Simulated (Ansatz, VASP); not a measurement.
NbTe in VASP and in Ansatz

File INCAR:

```
ALGO = Normal ; EDIFF = 1E-6
ENCUT = 520 ; ISIF = 2
ISMEAR = -1 ; LASPH = True
LCHARG = True ; LELF = True
LREAL = False ; LVHAR = True
LWAVE = False ; NBANDS = 16
NELM = 80 ; PREC = Accurate
SIGMA = 0.1
```

File KPOINTS:

```
k-points
0
Gamma
  12 12 12
```

POSCAR

```
NbTe
1.0
    0.0000000000      2.8354696725      2.8354696725
    2.8354696725      0.0000000000      2.8354696725
    2.8354696725      2.8354696725      0.0000000000
Nb Te
1 1
Direct
    0.0000000000      0.0000000000      0.0000000000
    0.2500000000      0.2500000000      0.2500000000
```

Input for Ansatz:

```yaml
crystal:
  lattice:
    - [0.0, 2.8354696725, 2.8354696725]
    - [2.8354696725, 0.0, 2.8354696725]
    - [2.8354696725, 2.8354696725, 0.0]
  atoms:
    - { symbol: Nb, position: [0.0, 0.0, 0.0] }
    - { symbol: Te, position: [0.25, 0.25, 0.25] }
kpoints:
  mp_grid: { grid: [12, 12, 12] }
scf:
  occupations: { method: fermi_dirac, width: 0.1 }
hamiltonian:
  xc: lda
  pseudopotentials: { kind: paw, source: ansatz }
output:
  forces: true
  stress: true
  eigenvalues: true
```

Change from the starting cell: volume scaled by 0.78, PAW files, source ansatz.

Alike in both runs: task single point; functional LDA; k mesh 12 × 12 × 12; occupations fermi-dirac, width 0.1 eV; no spin polarisation.

|  | VASP | Ansatz |
| --- | --- | --- |
| version | VASP 6.6.1 | Ansatz 0.2.0 |
| potentials or method | VASP PAW LDA potentials, release 64 (Nb_sv, Te) | PAW with other files of Ansatz's library (source ansatz), scalar-relativistic |
| plane-wave cutoff (eV) | 520 | 708 |
| valence electrons in the cell | 19 | 29 |

```csv
,VASP,Ansatz,Ansatz less VASP
pressure (GPa),34.3,34.4,+0.02
```

The two sets of potentials don't hold the same shells in valence.

Caveats: so large a pressure means that the cell lies far from this level's equilibrium, or that cutoff or potentials fall short (VASP). The runs have no spin-orbit coupling, so splittings on Te are missing.
